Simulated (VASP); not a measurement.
Consider the following.

```xyz
2
Lattice="1.3974 -2.4204 0.0000 1.3974 2.4204 0.0000 0.0000 0.0000 4.4778" Properties=species:S:1:pos:R:3 pbc="T T T"
Tc     1.3974     0.8068     1.1195
Tc     1.3974    -0.8068     3.3584
```

Level of theory: PBE GGA, VASP's PBE PAW potentials (set 64) (plane waves; VASP). Settings: 400 eV cut-off, 7×7×4 Γ-centred mesh, first-order Methfessel-Paxton smearing of 0.10 eV, potentials Tc_pv.

Gaps are read on the run's mesh, which can miss a band edge.

Question: What does the run give for the energy per atom (σ→0), pressure, band gap (on the k-mesh) with the smallest direct gap where there is one?

Answer: 
The band gap (on the k-mesh) is none (metal, semimetal or under 0.01 eV), the energy per atom (σ→0) is -10.316 eV/atom and the pressure is -145.1 kbar.

Only differences to runs with the same potentials and settings are physical.

The compound is Tc in the hcp structure. The cell was not relaxed at this level. The k-mesh is coarse (spacing up to 0.37 per Å, 2π included), so the numbers may not be converged in it. The run is one of a series of settings (KPOINTS 7×7×4 Γ-centred mesh against the base run), some of them coarse on purpose.
